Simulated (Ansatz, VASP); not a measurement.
# ZrB2 in two plane-wave programs, part 2 of 2

One calculation is typed for both programs; each brings its own data sets. How far apart do they land? Of the first pair: The cell is taken from a series of runs on this material, whose earlier steps may have relaxed, scaled, displaced or heated it; both programs get it as it stands.

VASP 6.6.1 and Ansatz 0.2.0.

So far: The structure; VASP: relaxation of cell and atoms, LDA, pair 1; Ansatz: relaxation of cell and atoms, LDA, pair 1; Comparison.

### Step 5. Ansatz: relaxation, LDA

Level of this step: Ansatz beside VASP: Kohn-Sham DFT, plane waves, LDA (Ansatz).

This run makes the geometry at which the two programs are then compared.

The structure compared here is the end of the Ansatz relaxation.

input.yaml reads:

```yaml
crystal:
  lattice:
    - [3.0282077705, 0.0, 0.0]
    - [-1.5141038852, 2.6225048572, 0.0]
    - [0.0, 0.0, 3.3611686493]
  atoms:
    - { symbol: B, position: [0.3333333333, 0.6666666667, 0.5] }
    - { symbol: B, position: [0.6666666667, 0.3333333333, 0.5] }
    - { symbol: Zr, position: [0.0, 0.0, 0.0] }
kpoints:
  mp_grid: { grid: [15, 15, 12] }
hamiltonian:
  xc: lda
  pseudopotentials: { kind: paw, azcp: { folder: soft_1 }, xc_functional: pbe }
scf:
  occupations: { method: methfessel_paxton, width: 0.2 }
output:
  forces: true
  stress: true
  eigenvalues: true
relax:
  adjacent_minimum: "off"
  f_tol: 0.001
  max_steps: 60
  cell: { stress_tol: 0.01, fix: [volume] }
```

Started as:

```bash
$ ansatz run input.yaml --threads 4 --pin off --max-ram 10240MiB --backend cpu --events-out ev --progress --plain --runs-dir out
```

Numbers of over 12 decimals in the logs are rounded to 6 here.

What it wrote:

```text
[...]
Crystal: 3 atoms, lattice volume = 26.693 Å³
Basis set: ecut = 420 eV, 527 PW (Γ)
Bands: 13, of which v1, the nominal top of the filled ones, is band 9 counted from 1 (8 counted from 0)
Symmetry: 24 space group operations
[...]
k-points: 189 of 2700
[...]
k-point 188: bands = [... 5 lower, 8.6651, 12.9581, 15.2996, 15.2996, 22.8619, 25.4112, 25.4112, 25.7052]
--- Relaxed structure (3 steps of the walk, 3 accepted, 1 SCFs on fresh bases) ---
[...]
cell:  # Å, volume = 26.6927 Å³
    - [3.028838, -2.8873530767792155e-11, 0]
    - [-1.514419, 2.623051, 0]
    - [0, 0, 3.359770]
  atoms:
    - { symbol: B, position: [0.333333, 0.666667, 0.5] }
    - { symbol: B, position: [0.666667, 0.333333, 0.5] }
    - { symbol: Zr, position: [0, 0, 0] }
[key lines of the parts left out:]
SCF converged after 5 iterations
Free energy (F): -4380.007995 eV
Fermi energy:    17.897066 eV
P = ⅓ Tr σ = 33.7316 GPa (337.316 kbar)
```

### Step 6. VASP: single point, LDA

The same cell, functional (in two slightly different forms), mesh and smearing now go to VASP, with its own data sets.

INCAR reads:

```
SYSTEM = ZrB2
PREC = Accurate
ENCUT = 500
EDIFF = 1E-06
NELM = 120
ISMEAR = 1
SIGMA = 0.2
LREAL = .FALSE.
ALGO = Normal
GGA = PW92
NBANDS = 15
LASPH = .TRUE.
LORBIT = 11
LWAVE = .FALSE.
LCHARG = .FALSE.
ISIF = 2
GGA_COMPAT = .FALSE.
KPAR = 2
```

POSCAR reads:

```
ZrB2
1.0
    3.0288379600      0.0000000000      0.0000000000
   -1.5144189800      2.6230506173      0.0000000000
    0.0000000000      0.0000000000      3.3597701244
B Zr
2 1
Direct
    0.3333333333      0.6666666667      0.5000000000
    0.6666666667      0.3333333333      0.5000000000
    0.0000000000      0.0000000000      0.0000000000
```

KPOINTS reads:

```
Automatic mesh
0
Gamma
15 15 12
0 0 0
```

Potentials, in the order of the species: B and Zr_sv (LDA family, release 64).

Started as:

```bash
$ mpirun -np 2 vasp_std
```

What it wrote:

```text
[banner, memory and clock lines left out]
running    2 mpi-ranks, on    1 nodes
[...]
[... a notice as in an earlier step ...]

 LDA part: xc-table for (Slater(with rela. corr.)+PW92), standard interpolation
 POSCAR, INCAR and KPOINTS ok, starting setup
[...]
entering main loop
       N       E                     dE             d eps       ncg     rms          rms(c)
DAV:   1     0.104311493043E+03    0.10431E+03   -0.96881E+03  5678   0.118E+03
DAV:   2    -0.259903853361E+02   -0.13030E+03   -0.12535E+03  7140   0.312E+02
DAV:   3    -0.301487189451E+02   -0.41583E+01   -0.41358E+01  8827   0.484E+01
DAV:   4    -0.302220837205E+02   -0.73365E-01   -0.73350E-01  6521   0.605E+00
[...]
DAV:  10    -0.271852873523E+02    0.36005E-03   -0.13038E-03  6484   0.351E-01    0.519E-02
DAV:  11    -0.271852767173E+02    0.10635E-04   -0.99664E-05  8013   0.918E-02    0.162E-02
DAV:  12    -0.271852760426E+02    0.67465E-06   -0.43564E-06  6336   0.177E-02
   1 F= -.27185276E+02 E0= -.27185417E+02  d E =0.422898E-03
```

Parts of OUTCAR (step 6):

```text
  Total        5.6670096      5.6670096      5.6866073      0.0000000     -0.0000000      0.0000000
  in kB      340.1513926    340.1513926    341.3277085      0.0000000     -0.0000000      0.0000000
  external PRESSURE =     340.5434979 kB  Pullay stress =       0.0000000 kB

 POSITION                                       TOTAL-FORCE (eV/Angst)
 -----------------------------------------------------------------------------------
     -0.00000      1.74870      1.67989        -0.000000      0.000000     -0.000000
      1.51442      0.87435      1.67989         0.000000     -0.000000      0.000000
      0.00000      0.00000      0.00000         0.000000      0.000000      0.000000
 -----------------------------------------------------------------------------------
    total drift:                               -0.000000      0.000000      0.000000

  FREE ENERGIE OF THE ION-ELECTRON SYSTEM (eV)
  ---------------------------------------------------
  free  energy   TOTEN  =       -27.1852760426 eV

  energy  without entropy=      -27.1856989411  energy(sigma->0) =      -27.18541701

[... 1 part as in an earlier step ...]

[... 2 further parts left out ...]
[key lines of the parts left out:]
E-fermi :  12.0917
```

The run ends at a pressure of 34.05 GPa.

### Step 7. Comparison

What differs besides the data sets and the points named for the pairs above, as far as they apply: Ansatz's pressure holds a Pulay correction, VASP's none. Total energies have different zeros and are not compared.

Compared:

```csv
quantity,Ansatz,VASP,difference
pressure (GPa),33.73,34.05,-0.32
```

### Step 8. VASP: relaxation of cell and atoms, LDA, pair 3

The relaxed volume is the usual yardstick between codes: in a stiff, nearly cubic crystal its relative difference is about their pressure difference at one cell divided by the bulk modulus. Its start cell is another than that of the pair before, and may be another structure of the material.

INCAR reads:

```
SYSTEM = ZrB2
PREC = Accurate
ENCUT = 500
EDIFF = 1E-07
NELM = 120
ISMEAR = 0
SIGMA = 0.1
LREAL = .FALSE.
ALGO = Normal
GGA = PW92
NBANDS = 15
LASPH = .TRUE.
LORBIT = 11
LWAVE = .FALSE.
LCHARG = .FALSE.
ISIF = 3
IBRION = 2
NSW = 80
EDIFFG = -0.005
GGA_COMPAT = .FALSE.
NELMIN = 4
KPAR = 2
```

POSCAR reads:

```
ZrB2
1.0
    3.1355700000      0.0000000000      0.0000000000
   -1.5677850000      2.7154830000      0.0000000000
    0.0000000000      0.0000000000      3.4862940000
B Zr
2 1
Direct
    0.3333333333      0.6666666667      0.5000000000
    0.6666666667      0.3333333333      0.5000000000
    0.0000000000      0.0000000000      0.0000000000
```

KPOINTS is that of step 6.

Started as:

```bash
$ mpirun -np 2 vasp_std
```

What it wrote:

```text
[... set-up lines as in an earlier step ...]
 entering main loop
       N       E                     dE             d eps       ncg     rms          rms(c)
DAV:   1     0.102067119080E+03    0.10207E+03   -0.95541E+03  5670   0.116E+03
DAV:   2    -0.259636973670E+02   -0.12803E+03   -0.12326E+03  7126   0.303E+02
DAV:   3    -0.302288926551E+02   -0.42652E+01   -0.42435E+01  8976   0.489E+01
DAV:   4    -0.303084853246E+02   -0.79593E-01   -0.79581E-01  6497   0.604E+00
[...]
DAV:  12    -0.274792368304E+02    0.22428E-05   -0.51009E-06  7806   0.165E-02    0.469E-03
DAV:  13    -0.274792367074E+02    0.12302E-06   -0.66580E-07  8084   0.671E-03    0.174E-03
DAV:  14    -0.274792367027E+02    0.46361E-08   -0.41560E-08  3235   0.209E-03
   1 F= -.27479237E+02 E0= -.27478708E+02  d E =-.274792E+02
[...]
2 F= -.27479330E+02 E0= -.27478800E+02  d E =-.932160E-04
[...]
3 F= -.27479331E+02 E0= -.27478801E+02  d E =-.938664E-04
[...]
4 F= -.27479330E+02 E0= -.27478800E+02  d E =0.760018E-06
[...]
5 F= -.27479332E+02 E0= -.27478803E+02  d E =-.186266E-05
[...]
reached required accuracy - stopping structural energy minimisation
```

OUTCAR, selected parts (step 8):

```text
  Total       -0.0009572     -0.0009572      0.0003417      0.0000000     -0.0000000      0.0000000
  in kB       -0.0516640     -0.0516640      0.0184440      0.0000000     -0.0000000      0.0000000
  external PRESSURE =      -0.0282947 kB  Pullay stress =       0.0000000 kB

 POSITION                                       TOTAL-FORCE (eV/Angst)
 -----------------------------------------------------------------------------------
     -0.00000      1.80905      1.74554        -0.000000     -0.000000      0.000000
      1.56668      0.90452      1.74554         0.000000      0.000000     -0.000000
     -0.00000      0.00000      0.00000         0.000000      0.000000      0.000000
 -----------------------------------------------------------------------------------
    total drift:                               -0.000000      0.000000     -0.000000

  FREE ENERGIE OF THE ION-ELECTRON SYSTEM (eV)
  ---------------------------------------------------
  free  energy   TOTEN  =       -27.4793324318 eV

  energy  without entropy=      -27.4782731124  energy(sigma->0) =      -27.47880277

[... 2 parts as in an earlier step ...]

[... 2 further parts left out ...]
[key lines of the parts left out:]
E-fermi :  10.8462
```

### Step 9. Ansatz: relaxation of cell and atoms, LDA, pair 3

The same cell, functional (in two slightly different forms), mesh and smearing now go to Ansatz, which takes its cutoff from its data sets.

The cell is taken from a series of runs on this material, whose earlier steps may have relaxed, scaled, displaced or heated it; both programs get it as it stands.

input.yaml, the sections that differ from step 5:

```yaml
crystal:
  lattice:
    - [3.135569517, 0.0, 0.0]
    - [-1.5677847585, 2.7154828571, 0.0]
    - [0.0, 0.0, 3.4862944572]
  atoms:
    - { symbol: B, position: [0.3333333333, 0.6666666667, 0.5] }
    - { symbol: B, position: [0.6666666667, 0.3333333333, 0.5] }
    - { symbol: Zr, position: [0.0, 0.0, 0.0] }
scf:
  occupations: { method: gaussian, width: 0.1 }
relax:
  adjacent_minimum: "off"
  f_tol: 0.005
  max_steps: 80
  cell: { stress_tol: 0.05 }
# kpoints, hamiltonian, output: as in step 5
```

Started as:

```bash
$ ansatz run input.yaml --threads 4 --pin off --max-ram 10240MiB --backend cpu --events-out ev --progress --plain --runs-dir out
```

What it wrote:

```text
[...]
Crystal: 3 atoms, lattice volume = 29.684 Å³
Basis set: ecut = 420 eV, 563 PW (Γ)
Bands: 13, of which v1, the nominal top of the filled ones, is band 9 counted from 1 (8 counted from 0)
Symmetry: 24 space group operations
[...]
k-points: 189 of 2700
[...]
k-point 188: bands = [... 5 lower, 7.3060, 11.1668, 13.4425, 13.4425, 20.3477, 22.4795, 22.4795, 22.9353]
--- Relaxed structure (3 steps of the walk, 3 accepted, 1 SCFs on fresh bases) ---
[...]
cell:  # Å, volume = 29.6590 Å³
    - [3.132798, 0.0, 0.0]
    - [-1.566399, 2.713083, 0.0]
    - [0.0, 0.0, 3.489480]
  atoms:
    - { symbol: B, position: [0.333333, 0.666667, 0.5] }
    - { symbol: B, position: [0.666667, 0.333333, 0.5] }
    - { symbol: Zr, position: [0, 0, 0.0] }
[key lines of the parts left out:]
SCF converged after 7 iterations
Free energy (F): -4380.295098 eV
Fermi energy:    16.075538 eV
P = ⅓ Tr σ = -0.0037 GPa (-0.037 kbar)
```

### Step 10. Differences

The two programs side by side:

```csv
quantity,Ansatz,VASP,difference
volume (Å³),29.66,29.68,-0.08 %
"edge a after relaxation, in the typed setting (Å)",3.133,3.133,-0.02 %
"edge c after relaxation, in the typed setting (Å)",3.490,3.491,-0.05 %
```

### Step 11. Outcome

- difference in volume (relaxation of cell and atoms, LDA, pair 1): -0.084 %
- difference in pressure (single point, LDA): -0.32 GPa
- difference in volume (relaxation of cell and atoms, LDA, pair 3): -0.082 %

**Reading.** The difference in pressure is -0.32 GPa (single point, LDA), within the 1 GPa picked in this series as the mark of a large difference. 5 further runs of this series are not shown here. Such differences can come from data sets, numerical settings and the points named under the comparisons, not from the functional's error against experiment.

[Lines on the potential files, build, host, timing and source positions are cut from VASP's logs without a mark.]

[Logs are printed without paths, hosts, clocks, repeated set-up lines and the standing remarks that a program may print on its own settings, such as how far it seeks lower states.]

[Hosts, paths, dates, database ids (printed as entryN), source tags and the programs' standing remarks are cut or masked in the printed files.]
